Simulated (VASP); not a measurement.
Level of theory: G0W0 on PBE orbitals, VASP's PBE PAW potentials (set 64) (plane waves; VASP 6.6.1).

The input files of a VASP run:

**POSCAR**
```
LiF
1
    0.0000000000     2.0150000000     2.0150000000
    2.0150000000     0.0000000000     2.0150000000
    2.0150000000     2.0150000000     0.0000000000
Li F
1 1
Direct
  0.0000000000   0.0000000000   0.0000000000
  0.5000000000   0.5000000000   0.5000000000
```

File KPOINTS:
```
Automatic mesh
0
Gamma
4 4 4
0 0 0
```

### INCAR
```
LCHARG=.False.
NOMEGA=64
GGA=PE
SYSTEM=LiF
LASPH=.True.
LREAL=.False.
PREC=Normal
ALGO=EVGW0
NELMGW=1
LSPECTRALGW=.True.
SIGMA=0.01   # width (eV)
LWAVE=.False.
ENCUTGW=150
NBANDS=64
ISMEAR=0   # Gaussian
ENCUT=500   # plane-wave cut-off (eV)
NBANDSGW=13
```

POTCAR, in this order: Li_sv_GW F_GW_new (PBE.64 set). Program: vasp_std. Read from the step before: WAVECAR, WAVEDER.

The resulting files:

OSZICAR:
```
energies w=
    0.000    0.000    1.047    0.000    2.092    0.000    3.132    0.000
    4.166    0.000    5.191    0.000    6.206    0.000    7.210    0.000
    8.202    0.000    9.180    0.000   10.146    0.000   11.099    0.000
   12.038    0.000   12.965    0.000   13.881    0.000   14.786    0.000
   15.681    0.000   16.568    0.000   17.448    0.000   18.322    0.000
   19.193    0.000   20.061    0.000   20.929    0.000   21.798    0.000
   22.671    0.000   23.550    0.000   24.436    0.000   25.333    0.000
   26.242    0.000   27.167    0.000   28.110    0.000   29.076    0.000
   30.066    0.000   31.085    0.000   32.138    0.000   33.228    0.000
   34.362    0.000   35.545    0.000   36.784    0.000   38.087    0.000
   39.462    0.000   40.920    0.000   42.472    0.000   44.133    0.000
   45.917    0.000   47.846    0.000   49.941    0.000   52.230    0.000
   54.748    0.000   57.534    0.000   60.642    0.000   64.136    0.000
   68.097    0.000   72.633    0.000   77.884    0.000   84.037    0.000
   91.353    0.000  100.194    0.000  111.096    0.000  124.865    0.000
  142.792    0.000  167.068    0.000  201.738    0.000  255.196    0.000
NQ=   1    0.0000    0.0000    0.0000,
 performed         51000 updates of chi_q(r,r)
NQ=   2    0.2500    0.0000    0.0000,
 performed        161000 updates of chi_q(r,r)
NQ=   3    0.5000    0.0000    0.0000,
 performed        242000 updates of chi_q(r,r)
NQ=   4    0.2500    0.2500    0.0000,
 performed        341000 updates of chi_q(r,r)
NQ=   5    0.5000    0.2500    0.0000,
 performed        478000 updates of chi_q(r,r)
NQ=   6   -0.2500    0.2500    0.0000,
 performed        598000 updates of chi_q(r,r)
NQ=   7    0.5000    0.5000    0.0000,
 performed        672000 updates of chi_q(r,r)
NQ=   8   -0.2500    0.5000    0.2500,
 performed        772000 updates of chi_q(r,r)
 resolving degeneracies of screened two electron integrals
```

### OUTCAR
```


 k-point   1 :       0.0000    0.0000    0.0000
  band No.  KS-energies  QP-energies   sigma(KS)   V_xc(KS)     V^pw_x(r,r')   Z            occupation Imag(sigma)

      1     -41.9117     -51.9195     -39.0904     -27.4914     -43.2619       0.8628       2.0000       0.1621
      2     -20.9728     -25.2455     -27.9280     -22.5374     -36.7299       0.7926       2.0000       1.1210
      3      -1.0130      -3.6685     -26.1505     -22.8826     -30.7306       0.8126       2.0000       0.1256
      4      -1.0130      -3.6685     -26.1505     -22.8826     -30.7306       0.8126       2.0000       0.1256
      5      -1.0130      -3.6685     -26.1505     -22.8826     -30.7306       0.8126       2.0000       0.1256
      6       8.0324       9.6281      -9.7092     -11.5192      -6.5421       0.8816       0.0000      -0.0709
      7      22.9071      25.1713      -7.1491      -9.7979      -2.9406       0.8548       0.0000      -0.1747
      8      22.9071      25.1713      -7.1491      -9.7979      -2.9406       0.8548       0.0000      -0.1747
      9      22.9071      25.1713      -7.1491      -9.7979      -2.9406       0.8548       0.0000      -0.1747
     10      23.3081      24.9286      -6.5521      -8.4189      -2.6763       0.8680       0.0000      -0.1846
     11      23.3081      24.9286      -6.5521      -8.4189      -2.6763       0.8680       0.0000      -0.1846
     12      23.3081      24.9286      -6.5521      -8.4189      -2.6763       0.8680       0.0000      -0.1846
     13      26.2810      27.2380      -5.4883      -6.5939      -1.0665       0.8656       0.0000      -0.5603

 k-point   2 :       0.2500    0.0000    0.0000
  band No.  KS-energies  QP-energies   sigma(KS)   V_xc(KS)     V^pw_x(r,r')   Z            occupation Imag(sigma)

      1     -41.8824     -51.9109     -39.1581     -27.5436     -43.3117       0.8634       2.0000       0.1438
      2     -20.7646     -24.9079     -28.0712     -22.7254     -36.8859       0.7751       2.0000       1.0794
      3      -2.3821      -5.3103     -24.4315     -20.8139     -28.8664       0.8094       2.0000       0.1365
      4      -1.1287      -3.8100     -26.0440     -22.7407     -30.6245       0.8117       2.0000       0.1264
      5      -1.1287      -3.8100     -26.0440     -22.7407     -30.6245       0.8117       2.0000       0.1264
      6       9.3004      11.0440      -9.6865     -11.6743      -6.5210       0.8771       0.0000      -0.0730
      7      16.9106      18.8319      -8.4367     -10.6666      -4.7842       0.8616       0.0000      -0.1112
      8      19.5108      21.5493      -6.8232      -9.1621      -3.0017       0.8716       0.0000      -0.1102
      9      19.5108      21.5493      -6.8232      -9.1621      -3.0017       0.8716       0.0000      -0.1102
     10      25.9937      27.6747      -6.7223      -8.7115      -2.3414       0.8451       0.0000      -0.3355
     11      26.5028      28.2269      -6.8460      -8.8546      -2.6811       0.8583       0.0000      -0.3045
     12      26.5028      28.2269      -6.8460      -8.8546      -2.6811       0.8583       0.0000      -0.3045
     13      34.2017      36.8385      -8.3423     -11.2848      -3.7172       0.8961       0.0000      -0.8308

 k-point   3 :       0.5000    0.0000    0.0000
  band No.  KS-energies  QP-energies   sigma(KS)   V_xc(KS)     V^pw_x(r,r')   Z            occupation Imag(sigma)

      1     -41.8540     -51.9119     -39.2268     -27.5972     -43.3626       0.8648       2.0000       0.1256
      2     -20.5432     -24.5980     -28.2523     -22.9501     -37.0781       0.7647       2.0000       1.0385
      3      -3.5269      -6.6811     -23.3542     -19.4449     -27.7827       0.8068       2.0000       0.1529
      4      -1.2404      -3.9461     -25.9564     -22.6207     -30.5420       0.8111       2.0000       0.1274
      5      -1.2404      -3.9461     -25.9564     -22.6207     -30.5420       0.8111       2.0000       0.1274
      6       9.7474      11.3676      -7.6462      -9.4753      -4.3401       0.8858       0.0000      -0.0728
      7      15.6929      18.0481     -11.7349     -14.5230      -8.1931       0.8447       0.0000      -0.1175
      8      17.8594      19.8425      -6.6379      -8.8942      -2.9486       0.8789       0.0000      -0.0926
      9      17.8594      19.8425      -6.6379      -8.8942      -2.9486       0.8789       0.0000      -0.0926
     10      29.4633      30.9552      -7.0186      -8.7233      -2.4048       0.8751       0.0000      -0.6391
     11      29.9990      31.9604      -8.2213     -10.4695      -3.3947       0.8724       0.0000      -0.7814
     12      29.9990      31.9604      -8.2213     -10.4695      -3.3947       0.8724       0.0000      -0.7814
     13      32.4487      34.7402      -7.1491      -9.6519      -2.8888       0.9156       0.0000      -0.6710

 k-point   4 :       0.2500    0.2500    0.0000
  band No.  KS-energies  QP-energies   sigma(KS)   V_xc(KS)     V^pw_x(r,r')   Z            occupation Imag(sigma)

      1     -41.8747     -51.9103     -39.1744     -27.5602     -43.3265       0.8641       2.0000       0.1409
      2     -20.6693     -24.7724     -28.1725     -22.8378     -36.9863       0.7691       2.0000       1.0590
      3      -2.4430      -5.3573     -24.1682     -20.5704     -28.5450       0.8100       2.0000       0.1358
      4      -1.5205      -4.2770     -25.5115     -22.1081     -30.0580       0.8099       2.0000       0.1296
      5      -1.5205      -4.2770     -25.5115     -22.1081     -30.0580       0.8099       2.0000       0.1296
      6      10.3654      12.3129     -10.9618     -13.2054      -7.8738       0.8680       0.0000      -0.0767
      7      17.7290      19.1020      -6.0747      -7.6452      -2.4397       0.8743       0.0000      -0.1089
      8      18.6882      20.6579      -7.2562      -9.5091      -3.4994       0.8743       0.0000      -0.1015
      9      19.5761      21.7791      -8.0977     -10.6697      -4.1669       0.8565       0.0000      -0.1317
     10      19.5761      21.7791      -8.0977     -10.6697      -4.1669       0.8565       0.0000      -0.1317
     11      31.9935      34.0402      -6.6595      -8.9103      -2.2530       0.9093       0.0000      -0.6258
     12      31.9935      34.0402      -6.6595      -8.9103      -2.2530       0.9093       0.0000      -0.6258
     13      32.6362      34.9229      -7.3047      -9.7843      -3.1114       0.9222       0.0000      -0.5686

 k-point   5 :       0.5000    0.2500    0.0000
  band No.  KS-energies  QP-energies   sigma(KS)   V_xc(KS)     V^pw_x(r,r')   Z            occupation Imag(sigma)

      1     -41.8474     -51.9279     -39.2351     -27.6112     -43.3739       0.8672       2.0000       0.1260
      2     -20.4146     -24.4390     -28.4268     -23.1292     -37.2447       0.7597       2.0000       1.0112
      3      -3.3778      -6.4753     -23.2174     -19.3886     -27.5994       0.8090       2.0000       0.1496
      4      -2.1733      -5.0592     -24.5765     -21.0207     -29.0356       0.8116       2.0000       0.1348
      5      -1.6408      -4.4227     -25.4035     -21.9692     -29.9513       0.8100       2.0000       0.1308
      6      11.9320      13.8884      -9.5948     -11.8432      -6.3482       0.8701       0.0000      -0.0816
      7      14.8016      16.8820      -9.5786     -11.9939      -6.1424       0.8613       0.0000      -0.0985
      8      17.6805      19.6953      -8.5412     -10.8641      -4.8394       0.8674       0.0000      -0.1026
      9      18.5603      20.7619      -7.9265     -10.4781      -4.1080       0.8629       0.0000      -0.1125
     10      23.0037      24.7868      -7.2270      -9.3223      -3.0978       0.8510       0.0000      -0.2200
     11      31.9310      34.1959      -7.4038      -9.8982      -2.8994       0.9080       0.0000      -0.7781
     12      32.6633      34.8212      -7.5709      -9.9327      -2.9770       0.9137       0.0000      -0.8553
     13      35.7932      38.3961      -8.1899     -11.1114      -3.5378       0.8909       0.0000      -0.9704

 k-point   6 :      -0.2500    0.2500    0.0000
  band No.  KS-energies  QP-energies   sigma(KS)   V_xc(KS)     V^pw_x(r,r')   Z            occupation Imag(sigma)

      1     -41.8557     -51.9025     -39.2198     -27.5955     -43.3601       0.8643       2.0000       0.1288
      2     -20.5187     -24.5795     -28.3035     -22.9958     -37.1229       0.7651       2.0000       1.0314
      3      -2.8746      -5.9000     -23.9171     -20.1816     -28.3358       0.8099       2.0000       0.1428
      4      -2.3394      -5.2444     -24.3153     -20.7242     -28.7593       0.8089       2.0000       0.1367
      5      -1.2560      -3.9623     -25.9123     -22.5741     -30.4896       0.8107       2.0000       0.1274
      6      11.0512      12.9507      -9.5393     -11.7162      -6.3054       0.8725       0.0000      -0.0787
      7      14.7583      16.7709      -9.0651     -11.3889      -5.6384       0.8661       0.0000      -0.0950
      8      18.4143      20.5644      -9.1643     -11.6658      -5.3738       0.8595       0.0000      -0.1168
      9      18.4302      20.5120      -6.9898      -9.3711      -3.2326       0.8743       0.0000      -0.1002
     10      27.8969      29.5338      -6.6126      -8.4968      -2.4330       0.8687       0.0000      -0.3689
     11      28.0346      29.8576      -6.5388      -8.6614      -2.1210       0.8588       0.0000      -0.4284
     12      28.0502      29.8761      -7.6022      -9.6829      -3.0960       0.8776       0.0000      -0.5798
     13      35.9299      38.5242      -7.6829     -10.6127      -3.3758       0.8855       0.0000      -0.6280

 k-point   7 :       0.5000    0.5000    0.0000
  band No.  KS-energies  QP-energies   sigma(KS)   V_xc(KS)     V^pw_x(r,r')   Z            occupation Imag(sigma)

      1     -41.8384     -51.9187     -39.2405     -27.6219     -43.3820       0.8676       2.0000       0.1263
      2     -20.2779     -24.2719     -28.6138     -23.3220     -37.4252       0.7548       2.0000       0.9843
      3      -4.0107      -7.1837     -22.3370     -18.4138     -26.6633       0.8088       2.0000       0.1590
...
```
(Selected blocks of OUTCAR.)

The mesh is coarse and the basis finite, so the quasiparticle values are not converged.

The compound is LiF in the rock salt structure. The cell was not relaxed at this level. The k-mesh is coarse (spacing up to 0.68 per Å, 2π included), so the numbers may not be converged in it.
